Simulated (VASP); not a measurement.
Given:

```xyz
2
Lattice="4.3394 0.0000 0.0000 -2.1697 3.7580 0.0000 0.0000 0.0000 16.0472" Properties=species:S:1:pos:R:3 pbc="T T T"
Cu     2.1697     1.2527     8.0236
I      0.0000     2.5053     8.0236
```

The numbers are results of r2SCAN meta-GGA, VASP's PBE PAW potentials (set 64) (plane waves; VASP), not measurements. Numerical set-up: 400 eV cut-off, 8×8×1 Γ-centred mesh, tetrahedra with Blöchl corrections, potentials Cu I.

The cell holds a wide vacuum, so values per volume refer to the whole cell. Unless said otherwise, spin-orbit coupling is left out, though it shifts the bands of the heavy elements here.

Problem. Predict the energy per atom (σ→0), band gap (over mesh and band path) with the smallest direct gap where there is one.

Solution. 
| Quantity | Result |
|---|---|
| band gap (over mesh and band path) | 1.92 eV |
| smallest direct gap (over mesh and band path) | 1.92 eV |
| energy per atom (σ→0) | -17.749 eV/atom |

Total energies compare only between runs with the same potentials, cut-off and functional.

The cell is a sheet with vacuum, built from a generated structure.
